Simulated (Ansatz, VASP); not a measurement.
# PtSe2 (Sudovikovite) in two plane-wave programs, part 2 of 2

One calculation is typed for both programs; each brings its own data sets. How far apart do they land? The structure shown is the start of the Ansatz relaxation below; VASP solves that cell, so the two are compared at the walk's first step.

VASP 6.6.1 and Ansatz 0.2.0.

So far. Step 3 (VASP: single point, PBE with D3(BJ), start cell, pair 1): The run ends at a pressure of 5.94 GPa, with forces up to 0.23 eV/Å.

### 7. VASP: single point, PBE with D3(BJ), start cell, pair 2

Level of this step: PBE with D3(BJ); plane waves and PAW (Se, Pt) (VASP).

The same cell, functional, mesh and smearing now go to VASP, with its own data sets.

The input, INCAR:

```
SYSTEM = PtSe2
PREC = Accurate
ENCUT = 400
EDIFF = 1E-06
NELM = 120
ISMEAR = 1
SIGMA = 0.2
LREAL = .FALSE.
ALGO = Normal
GGA = PE
IVDW = 12
NBANDS = 17
LASPH = .TRUE.
LORBIT = 11
LWAVE = .FALSE.
LCHARG = .FALSE.
ISIF = 2
GGA_COMPAT = .FALSE.
KPAR = 2
```

The input, POSCAR:

```
PtSe2
1.0
    3.7341470000      0.0000000000      0.0000000000
   -1.8670730000      3.2338660000      0.0000000000
    0.0000000000      0.0000000000      4.8183510000
Se Pt
2 1
Direct
    0.3333332956      0.6666667697      0.2656427479
    0.6666664366      0.3333332303      0.7343570446
    0.0000000000      0.0000000000      0.0000000000
```

The input, KPOINTS:

```
Automatic mesh
0
Gamma
15 15 10
0 0 0
```

The projector-augmented-wave data sets are Se and Pt (PBE family, release 64).

The run is started by

```console
$ mpirun -np 2 vasp_std
```

Numbers of over 12 decimals in the logs are rounded to 6 here.

What it wrote:

```text
[... set-up lines as in an earlier step ...]
 entering main loop
       N       E                     dE             d eps       ncg     rms          rms(c)
DAV:   1     0.900155327028E+02    0.90016E+02   -0.87586E+03  8452   0.916E+02
DAV:   2    -0.112976658645E+02   -0.10131E+03   -0.98608E+02 10213   0.196E+02
DAV:   3    -0.148619689446E+02   -0.35643E+01   -0.35353E+01  9693   0.376E+01
DAV:   4    -0.148846166703E+02   -0.22648E-01   -0.22639E-01 10694   0.328E+00
[...]
DAV:  10    -0.141511654645E+02   -0.15101E-03   -0.11136E-03  9581   0.216E-01    0.418E-02
DAV:  11    -0.141511684006E+02   -0.29362E-05   -0.45141E-05 10381   0.568E-02    0.259E-02
DAV:  12    -0.141511691876E+02   -0.78700E-06   -0.71067E-06  8794   0.201E-02
   1 F= -.15652437E+02 E0= -.15652732E+02  d E =0.887044E-03
```

From OUTCAR (step 7):

```text
 Edisp (eV)   -1.50127

  Total       1.28009     1.28009     0.69138     0.00000     0.00000     0.00000
  in kB      35.24839    35.24838    19.03767     0.00001     0.00000     0.00000
  external pressure =       29.84 kB  Pullay stress =        0.00 kB

 POSITION                                       TOTAL-FORCE (eV/Angst)
 -----------------------------------------------------------------------------------
      0.00000      2.15591      1.27996         0.000000     -0.000000      0.209684
      1.86707      1.07796      3.53839        -0.000000      0.000000     -0.209684
      0.00000      0.00000      0.00000         0.000000     -0.000000     -0.000000
 -----------------------------------------------------------------------------------
    total drift:                                0.000310     -0.000000      0.000323

  FREE ENERGIE OF THE ION-ELECTRON SYSTEM (eV)
  ---------------------------------------------------
  free  energy   TOTEN  =       -15.6524367256 eV

  energy  without entropy=      -15.6533237697  energy(sigma->0) =      -15.65273241

[... 1 part as in an earlier step ...]

[... 2 further parts left out ...]
[key lines of the parts left out:]
E-fermi :   7.0136
```

The run ends at a pressure of 2.98 GPa, with forces up to 0.21 eV/Å.

### 8. Comparison

What differs besides the data sets and the points named for the pairs above, as far as they apply: the data sets hold 50 valence electrons in Ansatz (on its PAW soft_1 files) and 22 in VASP. Total energies have different zeros and are not compared.

Forces (eV/Å; atoms numbered as in POSCAR):

```csv
atom,"Ansatz x, y, z","VASP x, y, z"
Se1,"0.000, 0.000, 0.203","0.000, 0.000, 0.210"
Se2,"0.000, 0.000, -0.203","0.000, 0.000, -0.210"
Pt3,"0.000, 0.000, 0.000","0.000, 0.000, 0.000"
```

The forces differ by 3.3 meV/Å r.m.s., which is 3.3 % of the r.m.s. force of 0.099 eV/Å (both taken over all components).

### 9. Other set-ups

Further runs change the set-up of one program: Ansatz's method, potentials or start, or VASP's data sets, cutoff or form of LDA. The table gives that difference for each run.

| run | r.m.s. force difference (meV/Å) |
| --- | --- |
| as above | 3.3 |
| VASP with a cutoff of 500 eV (perhaps on Ansatz's relaxed cell) | 2.7 |

### 10. Ansatz: relaxation, PBE with D3(BJ)

The two programs are compared at the cell with which this relaxation starts, whose forces are those of its first step. The cell compared in this pair holds 60.56 Å³, against 58.19 Å³ for the pair before.

The structure compared here is the start of the Ansatz relaxation; VASP solves that cell, so the two are compared at the walk's first step.

The input, input.yaml:

```yaml
crystal:
  lattice:
    - [3.8095839295, 0.0, 0.0]
    - [-1.9047919648, 3.2991964608, 0.0]
    - [0.0, 0.0, 4.8183505498]
  atoms:
    - { symbol: Se, position: [0.3333333333, 0.6666666667, 0.2656428091] }
    - { symbol: Se, position: [0.6666666667, 0.3333333333, 0.7343571909] }
    - { symbol: Pt, position: [0.0, 0.0, 0.0] }
kpoints:
  mp_grid: { grid: [15, 15, 10] }
hamiltonian:
  xc: pbe
  dispersion: d3bj
  pseudopotentials: { kind: paw, azcp: { folder: soft_1 } }
scf:
  occupations: { method: methfessel_paxton, width: 0.2 }
output:
  forces: true
  stress: true
  eigenvalues: true
relax:
  adjacent_minimum: "off"
  f_tol: 0.001
  max_steps: 60
  cell: { stress_tol: 0.01, fix: [a, b, gamma] }
```

The run is started by

```console
$ ansatz run input.yaml --threads 4 --pin off --max-ram 10240MiB --backend cpu --events-out ev --progress --plain --runs-dir out
```

What it wrote:

```text
[...]
Crystal: 3 atoms, lattice volume = 60.560 Å³
Basis set: ecut = 420 eV, 1193 PW (Γ), exchange–correlation on 54×54×72 points (8 copies of the dense FFT grid, shifted against one another)
Bands: 30, of which v1, the nominal top of the filled ones, is band 25 counted from 1 (24 counted from 0)
Symmetry: 12 space group operations
[...]
k-points: 238 of 2250
[...]
--- Relaxed structure (4 steps of the walk, 4 accepted, 1 SCFs on fresh bases) ---
[...]
cell:  # Å, volume = 59.7521 Å³
    - [3.809584, 2.8867444869126554e-11, -3.2567881482461706e-18]
    - [-1.904792, 3.299196, 3.2567881482461663e-18]
    - [-4.1191760714936285e-18, 2.3782074136746873e-18, 4.754088]
  atoms:
    - { symbol: Se, position: [0.333333, 0.666667, 0.264916] }
    - { symbol: Se, position: [0.666667, 0.333333, 0.735084] }
    - { symbol: Pt, position: [0, 0, 0] }
[key lines of the parts left out:]
SCF converged after 6 iterations
Free energy (F): -23465.438510 eV
Fermi energy:    13.167413 eV
P = ⅓ Tr σ = -1.2856 GPa (-12.856 kbar)
```

### 11. VASP: single point, PBE with D3(BJ), start cell, pair 3

The same cell, functional, mesh and smearing now go to VASP, with its own data sets.

INCAR is that of step 7.

The input, POSCAR:

```
PtSe2
1.0
    3.8095840000      0.0000000000      0.0000000000
   -1.9047920000      3.2991960000      0.0000000000
    0.0000000000      0.0000000000      4.8183510000
Se Pt
2 1
Direct
    0.3333333333      0.6666666667      0.2656427479
    0.6666666667      0.3333333333      0.7343570446
    0.0000000000      0.0000000000      0.0000000000
```

KPOINTS is that of step 7.

The run is started by

```console
$ mpirun -np 2 vasp_std
```

What it wrote:

```text
[... set-up lines as in an earlier step ...]
 entering main loop
       N       E                     dE             d eps       ncg     rms          rms(c)
DAV:   1     0.909246628533E+02    0.90925E+02   -0.87132E+03  8380   0.913E+02
DAV:   2    -0.112280447970E+02   -0.10215E+03   -0.99351E+02 10308   0.195E+02
DAV:   3    -0.149118725556E+02   -0.36838E+01   -0.36590E+01  9624   0.381E+01
DAV:   4    -0.149363091914E+02   -0.24437E-01   -0.24429E-01 10551   0.341E+00
[...]
DAV:  10    -0.142115979107E+02   -0.12022E-03   -0.13362E-03  9546   0.222E-01    0.362E-02
DAV:  11    -0.142116022318E+02   -0.43211E-05   -0.44708E-05 10550   0.559E-02    0.252E-02
DAV:  12    -0.142116028689E+02   -0.63713E-06   -0.65924E-06  8783   0.187E-02
   1 F= -.15653488E+02 E0= -.15653793E+02  d E =0.915343E-03
```

From OUTCAR (step 11):

```text
 Edisp (eV)   -1.44188

  Total      -1.22398    -1.22398    -0.66022     0.00000    -0.00000     0.00000
  in kB     -32.38167   -32.38166   -17.46685     0.00000    -0.00000     0.00000
  external pressure =      -27.41 kB  Pullay stress =        0.00 kB

 POSITION                                       TOTAL-FORCE (eV/Angst)
 -----------------------------------------------------------------------------------
     -0.00000      2.19946      1.27996        -0.000000      0.000000     -0.176632
      1.90479      1.09973      3.53839        -0.000000     -0.000000      0.176632
      0.00000      0.00000      0.00000         0.000000      0.000000      0.000000
 -----------------------------------------------------------------------------------
    total drift:                               -0.000000     -0.000000      0.000330

  FREE ENERGIE OF THE ION-ELECTRON SYSTEM (eV)
  ---------------------------------------------------
  free  energy   TOTEN  =       -15.6534875275 eV

  energy  without entropy=      -15.6544028702  energy(sigma->0) =      -15.65379264

[... 1 part as in an earlier step ...]

[... 2 further parts left out ...]
[key lines of the parts left out:]
E-fermi :   6.4152
```

The run ends at a pressure of -2.74 GPa, with forces up to 0.18 eV/Å.

### 12. Side by side

What differs besides the data sets and the points named for the pairs above, as far as they apply: the data sets hold 50 valence electrons in Ansatz (on its PAW soft_1 files) and 22 in VASP. Total energies have different zeros and are not compared.

Forces (eV/Å; atoms numbered as in POSCAR):

| atom | Ansatz x, y, z | VASP x, y, z |
| --- | --- | --- |
| Se1 | 0.000, 0.000, -0.182 | 0.000, 0.000, -0.177 |
| Se2 | 0.000, 0.000, 0.182 | 0.000, 0.000, 0.177 |
| Pt3 | 0.000, 0.000, 0.000 | 0.000, 0.000, 0.000 |

The forces differ by 2.5 meV/Å r.m.s., which is 3.0 % of the r.m.s. force of 0.083 eV/Å (both taken over all components).

### 13. What the set-up changes

Further runs change the set-up of one program: Ansatz's method, potentials or start, or VASP's data sets, cutoff or form of LDA. The table gives that difference for each run.

```
                         run  r.m.s. force difference (meV/Å)
                    as above                              2.5
VASP with a cutoff of 500 eV (perhaps on Ansatz's relaxed cell)                              2.3
```

### 14. Results

```
r.m.s. force difference (single point, PBE with D3(BJ), start cell, pair 1) : 3.9 meV/Å
r.m.s. force difference (single point, PBE with D3(BJ), start cell, pair 2) : 3.3 meV/Å
r.m.s. force difference (single point, PBE with D3(BJ), start cell, pair 3) : 2.5 meV/Å
```

The r.m.s. force difference is 3.9 meV/Å (single point, PBE with D3(BJ), start cell, pair 1), within the 12 meV/Å picked in this series as the mark of a large difference. The data sets hold unlike numbers of valence electrons (50 in Ansatz and 22 in VASP), so part of the differences comes from the potentials. 2 further runs of this series are not shown here. Such differences can come from data sets, numerical settings and the points named under the comparisons, not from the functional's error against experiment.

[Lines on the potential files, build, host, timing and source positions are cut from VASP's logs without a mark.]

[Logs are printed without paths, hosts, clocks, repeated set-up lines and the standing remarks that a program may print on its own settings, such as how far it seeks lower states.]

[Hosts, paths, dates, database ids (printed as entryN), source tags and the programs' standing remarks are cut or masked in the printed files.]

[Rows of further runs with another cutoff or data set may stand on the cell that Ansatz relaxed, not on the start cell of the pair above them.]
